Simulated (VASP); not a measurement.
Output of a VASP run:

**OSZICAR**
```
...
DAV:   1     0.288663286662E+03    0.28866E+03   -0.28207E+04  1448   0.155E+03
DAV:   2    -0.145673471269E+03   -0.43434E+03   -0.42457E+03  1568   0.356E+02
DAV:   3    -0.169710416941E+03   -0.24037E+02   -0.23783E+02  1534   0.705E+01
DAV:   4    -0.170420016715E+03   -0.70960E+00   -0.70585E+00  1590   0.116E+01
DAV:   5    -0.170435484767E+03   -0.15468E-01   -0.15462E-01  1602   0.179E+00    0.242E+01
DAV:   6    -0.163015133249E+03    0.74204E+01   -0.97438E+00  1427   0.234E+01    0.861E+00
DAV:   7    -0.159207770130E+03    0.38074E+01   -0.41251E+00  1517   0.913E+00    0.473E+00
DAV:   8    -0.157648655292E+03    0.15591E+01   -0.22985E+00  1512   0.765E+00    0.439E+00
DAV:   9    -0.156280049635E+03    0.13686E+01   -0.25517E-01  1429   0.333E+00    0.202E+00
DAV:  10    -0.155408782214E+03    0.87127E+00   -0.46448E-01  1634   0.464E+00    0.536E-01
DAV:  11    -0.154622526147E+03    0.78626E+00   -0.12037E-01  1380   0.227E+00    0.601E-01
DAV:  12    -0.154679445174E+03   -0.56919E-01   -0.76496E-03  1471   0.490E-01    0.305E-01
DAV:  13    -0.154128522105E+03    0.55092E+00   -0.14431E-01  1254   0.227E+00    0.224E-01
DAV:  14    -0.154221517355E+03   -0.92995E-01   -0.45166E-02  1297   0.137E+00    0.291E-01
DAV:  15    -0.154244013570E+03   -0.22496E-01   -0.54919E-03  1397   0.629E-01    0.339E-01
DAV:  16    -0.154366443889E+03   -0.12243E+00   -0.25131E-02  1275   0.984E-01    0.258E-01
DAV:  17    -0.154504111759E+03   -0.13767E+00   -0.47508E-02  1275   0.147E+00    0.175E-01
DAV:  18    -0.154510014098E+03   -0.59023E-02   -0.36785E-03  1529   0.430E-01    0.122E-01
DAV:  19    -0.154510146446E+03   -0.13235E-03   -0.10573E-04  1578   0.455E-02    0.131E-01
DAV:  20    -0.154509810306E+03    0.33614E-03   -0.13329E-04  1359   0.852E-02    0.139E-01
DAV:  21    -0.154509164495E+03    0.64581E-03   -0.23546E-03  1366   0.250E-01    0.128E-01
DAV:  22    -0.154510832996E+03   -0.16685E-02   -0.49890E-04  1409   0.118E-01    0.125E-01
DAV:  23    -0.154510441676E+03    0.39132E-03   -0.83722E-05  1481   0.607E-02    0.924E-02
DAV:  24    -0.154510890158E+03   -0.44848E-03   -0.37458E-04  1443   0.978E-02    0.347E-02
DAV:  25    -0.154511615624E+03   -0.72547E-03   -0.38620E-04  1396   0.111E-01    0.304E-02
DAV:  26    -0.154511656504E+03   -0.40880E-04   -0.40228E-05  1363   0.362E-02    0.285E-02
DAV:  27    -0.154511706649E+03   -0.50145E-04   -0.26481E-05  1296   0.410E-02    0.133E-02
DAV:  28    -0.154511704117E+03    0.25316E-05   -0.25289E-05  1546   0.242E-02    0.107E-02
DAV:  29    -0.154511710954E+03   -0.68368E-05   -0.52435E-06  1241   0.148E-02    0.607E-03
DAV:  30    -0.154511709435E+03    0.15188E-05   -0.65898E-07  1321   0.508E-03    0.771E-03
DAV:  31    -0.154511710825E+03   -0.13892E-05   -0.39699E-07  1211   0.458E-03    0.507E-03
DAV:  32    -0.154511710133E+03    0.69158E-06   -0.73130E-08   739   0.177E-03    0.297E-03
DAV:  33    -0.154511710532E+03   -0.39913E-06   -0.12111E-07   690   0.220E-03    0.162E-03
DAV:  34    -0.154511710153E+03    0.37914E-06   -0.42330E-08   704   0.143E-03    0.138E-03
DAV:  35    -0.154511710277E+03   -0.12370E-06   -0.92400E-09   697   0.492E-04    0.125E-03
DAV:  36    -0.154511710222E+03    0.54980E-07   -0.66187E-09   704   0.490E-04
   1 F= -.15451171E+03 E0= -.15451171E+03  d E =0.000000E+00
       N       E                     dE             ncg
       N       E                     dE             ncg
       N       E                     dE             ncg
```

OUTCAR:
```
------------------------ aborting loop because EDIFF is reached ----------------------------------------
  FORCE on cell =-STRESS in cart. coord.  units (eV):
  Direction    XX          YY          ZZ          XY          YZ          ZX
  --------------------------------------------------------------------------------------
  Total        0.0000120      0.0000120      0.0439400      0.0000000      0.0000000      0.0000000
  in kB        0.0001246      0.0001246      0.4546766      0.0000000      0.0000000      0.0000000
  external PRESSURE =       0.1516419 kB  Pullay stress =       0.0000000 kB
  volume of cell :      154.83
      direct lattice vectors                 reciprocal lattice vectors
     1.773754408 -3.072232324  0.000000000     0.281887953 -0.162748109  0.000000000
     1.773754408  3.072232324  0.000000000     0.281887953  0.162748109  0.000000000
     0.000000000  0.000000000 14.206596897     0.000000000  0.000000000  0.070389834
 POSITION                                       TOTAL-FORCE (eV/Angst)
 -----------------------------------------------------------------------------------
      1.77375      1.02408     12.45109         0.000000      0.000000      0.001257
      1.77375     -1.02408      5.34779         0.000000     -0.000000      0.001257
      1.77375     -1.02408      1.75551        -0.000000     -0.000000     -0.001257
      1.77375      1.02408      8.85881        -0.000000      0.000000     -0.001257
      1.77375      1.02408      3.55165        -0.000000     -0.000000      0.000000
      1.77375     -1.02408     10.65495         0.000000      0.000000      0.000000
 -----------------------------------------------------------------------------------
    total drift:                               -0.000261      0.001625     -0.000026
  FREE ENERGIE OF THE ION-ELECTRON SYSTEM (eV)
  ---------------------------------------------------
  free  energy   TOTEN  =      -154.5117102217 eV

  energy  without entropy=     -154.5117102217  energy(sigma->0) =     -154.51171022

 total charge

# of ion       s       p       d       tot
------------------------------------------
    1        1.390   2.010   0.064   3.464
    2        1.390   2.010   0.064   3.464
    3        1.390   2.010   0.064   3.464
    4        1.390   2.010   0.064   3.464
    5        2.247   6.147   3.941  12.335
    6        2.247   6.147   3.941  12.335
--------------------------------------------------
tot         10.056  20.333   8.136  38.526

 Electric field gradients after diagonalization (V/A^2)
 (convention: |V_zz| > |V_xx| > |V_yy|)
----------------------------------------------------------------------
 ion       V_xx      V_yy      V_zz     asymmetry (V_yy - V_xx)/ V_zz
----------------------------------------------------------------------
   1      95.456    95.456  -190.912       0.000
   2      95.456    95.456  -190.912       0.000
   3      95.456    95.456  -190.912       0.000
   4      95.456    95.456  -190.912       0.000
   5      38.078    38.072   -76.149       0.000
   6      38.078    38.072   -76.149       0.000
```
(Selected blocks of OUTCAR.)

File POSCAR:
```
MoTe2
1
    1.7737544083    -3.0722323242    -0.0000000000
    1.7737544083     3.0722323242    -0.0000000000
    0.0000000000    -0.0000000000    14.2065968965
Te Mo
4 2
Direct
  0.3333330000   0.6666670000   0.8764300607
  0.6666670000   0.3333330000   0.3764300607
  0.6666670000   0.3333330000   0.1235699393
  0.3333330000   0.6666670000   0.6235699393
  0.3333330000   0.6666670000   0.2500000000
  0.6666670000   0.3333330000   0.7500000000
```

Task: Write an INCAR and KPOINTS that could have produced this output.

Result: Several could match; the one computed here: the input of the run itself, r2SCAN+rVV10, plane waves, VASP's PBE PAW potentials (set 64).

### INCAR
```
SYSTEM = MoTe2
PREC = Accurate; ENCUT = 520; LREAL = F
LASPH = T
EDIFF = 1E-7; NELM = 100; ALGO = Normal
LMAXMIX = 4; LMIXTAU = T
ISMEAR = -5
METAGGA = R2SCAN; LUSE_VDW = T; BPARAM = 11.95
CPARAM = 0.0093
ISIF = 2
LWAVE = F; LCHARG = F; LORBIT = 11
NEDOS = 601
LEFG = T
```

### KPOINTS_OPT
```
k-points along high-symmetry lines
6
Line-mode
Reciprocal
  0.000000   0.000000   0.000000 ! GAMMA
  0.000000   0.500000   0.000000 ! M

  0.000000   0.500000   0.000000 ! M
 -0.333333   0.666667   0.000000 ! K

 -0.333333   0.666667   0.000000 ! K
  0.000000   0.000000   0.000000 ! GAMMA

  0.000000   0.000000   0.000000 ! GAMMA
  0.000000   0.000000   0.500000 ! A

  0.000000   0.000000   0.500000 ! A
  0.000000   0.500000   0.500000 ! L

  0.000000   0.500000   0.500000 ! L
 -0.333333   0.666667   0.500000 ! H

 -0.333333   0.666667   0.500000 ! H
  0.000000   0.000000   0.500000 ! A

  0.000000   0.500000   0.500000 ! L
  0.000000   0.500000   0.000000 ! M

 -0.333333   0.666667   0.500000 ! H
 -0.333333   0.666667   0.000000 ! K
```

KPOINTS:
```
kpoints
0
G
  8 8 2
0 0 0
```

POTCAR, in this order: Te Mo_sv (PBE.64 set). Program: vasp_std.

The compound is MoTe2 in the 2H layered structure. It was relaxed first.
